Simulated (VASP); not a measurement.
**BiSBr: single point with PBE**

The system is BiSBr.

```
Bi Br S
1.0
     7.78345    0.34081   -1.12330
     0.47183    5.99419    0.02783
    -0.36450    0.02270    7.50725
Bi Br S
4 4 4
Direct
  0.48471 0.23875 0.74916
  0.92379 0.75711 0.18930
  0.24822 0.73017 0.56125
  0.24544 0.10840 0.21137
  0.58187 0.70895 0.87689
  0.85976 0.29200 0.00749
  0.74522 0.01552 0.48083
  0.94421 0.69254 0.77455
  0.27183 0.49772 0.97263
  0.00050 0.34552 0.45051
  0.49277 0.68473 0.21722
  0.08545 0.14096 0.77395
```

The cell was built by a generator and needn't be a form met in nature.

```yaml
Program: VASP 6.6.1
Task: single point
Functional: PBE
Potentials_or_basis: VASP PAW PBE potentials, release 64 (Bi_d, Br, S)
Cutoff: 520 eV
k_mesh: 2 × 3 × 2
Occupations: fermi-dirac, width 0.05 eV
Spin: no spin polarisation
Dipole_correction: no
Further_INCAR_settings: ALGO = Fast; EDIFF = 1e-06; NBANDS = 68
```

| Item | Value |
| --- | --- |
| Pressure | -1.7 GPa |
| Largest force | 2.297 eV/Å |
| Band gap on the k mesh | 0.14 eV, indirect (least direct gap 0.16 eV) |

Forces on the atoms (eV/Å):
```
Bi  -0.962  0.373  0.490
Bi  -0.073 -0.019  0.487
Bi  -0.313 -0.517 -0.270
Bi   0.052 -0.516  0.053
Br  -0.038  1.173 -1.109
Br  -0.724 -0.882  0.747
Br  -0.663  0.128 -0.871
Br   0.341  0.056  0.234
S    1.238 -0.780  1.093
S    1.050  0.648 -0.358
S   -1.885 -0.022  0.618
S    1.977  0.359 -1.113
```

Stress tensor (GPa, compression positive):
```
-0.37  0.19  0.56
 0.19 -2.38 -1.56
 0.56 -1.56 -2.26
```

Levels at points of the mesh, in eV from the valence-band top:
| k point | band 52 | band 53 | band 54 | band 55 | band 56 | band 57 | band 58 | band 59 | band 60 | band 61 |
| --- | --- | --- | --- | --- | --- | --- | --- | --- | --- | --- |
| (0.00, 0.00, 0.00) | -0.95 | -0.67 | -0.58 | -0.21 | 0.00 | 0.50 | 0.60 | 0.98 | 1.22 | 1.33 |
| (0.50, 0.00, 0.00) | -0.87 | -0.70 | -0.39 | -0.30 | -0.10 | 0.27 | 0.64 | 0.81 | 1.28 | 1.55 |
| (0.00, 0.00, 0.50) | -0.81 | -0.60 | -0.35 | -0.12 | -0.10 | 0.23 | 0.54 | 0.81 | 1.22 | 1.29 |
| (0.50, 0.00, 0.50) | -0.88 | -0.63 | -0.48 | -0.19 | -0.04 | 0.39 | 0.50 | 0.61 | 1.00 | 1.33 |

It took 2.7 min on 1 thread of AMD EPYC 9R45 96-Core Processor (Zen 5) (shared host), peak memory 0.42 GiB.

Caveat: the k mesh is coarse (spacing up to 0.43 Å⁻¹), so the values aren't converged; spin-orbit coupling is left out, which as a rule narrows the gap of such compounds by several tenths of an eV. Expect the measured gap to be larger: semilocal functionals such as PBE lack the derivative discontinuity.
